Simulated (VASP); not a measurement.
Runs of VASP 6.6.1 on Mo. It takes space group Im-3m (No. 229, cubic). The conventional cell has a = 3.168 Å, b = 3.168 Å, c = 3.168 Å, α = 90.00°, β = 90.00°, γ = 90.00°. Mo (site symmetry m-3m) has 8 Mo at 2.74 Å as nearest neighbours. 

```csv
level,potentials or basis,k mesh,cutoff (eV),mesh quality,gap on the mesh (eV),pressure (GPa),relaxed volume (Å³/atom)
PBE+D3(BJ),"VASP PAW PBE potentials, release 64 (Mo_sv)",18 × 18 × 18,600,not flagged,none,0.0,(a)
PBEsol,"VASP PAW PBE potentials, release 64 (Mo_sv)",6 × 6 × 6,600,coarse,none,0.0,(b)
RPBE,"VASP PAW PBE potentials, release 64 (Mo_sv)",18 × 18 × 18,600,not flagged,none,0.0,16.02
PBEsol,"VASP PAW PBE potentials, release 64 (Mo_sv)",18 × 18 × 18,600,not flagged,none,0.0,15.35
PBEsol,"VASP PAW PBE potentials, release 64 (Mo)",18 × 18 × 18,580,not flagged,none,0.0,15.20
```

Alike in all rows: task relaxation of cell and atoms; no spin polarisation; cell relaxed; smearing gaussian 0.1 eV.

Problem. Fill in the values left out.

Solution. (a) 15.36; (b) 15.34.

Caveats: some runs use coarse meshes; the PAW data sets were made with another functional, which shifts forces and pressure a little (some runs); pairwise dispersion overbinds metals, which lowers pressure and volume (some runs).

A k mesh can miss the band edges, and the runs leave out spin-orbit coupling on Mo.

A gap of «none» marks a metal or a gap under the smearing width.

Not every run made on this cell is shown here.
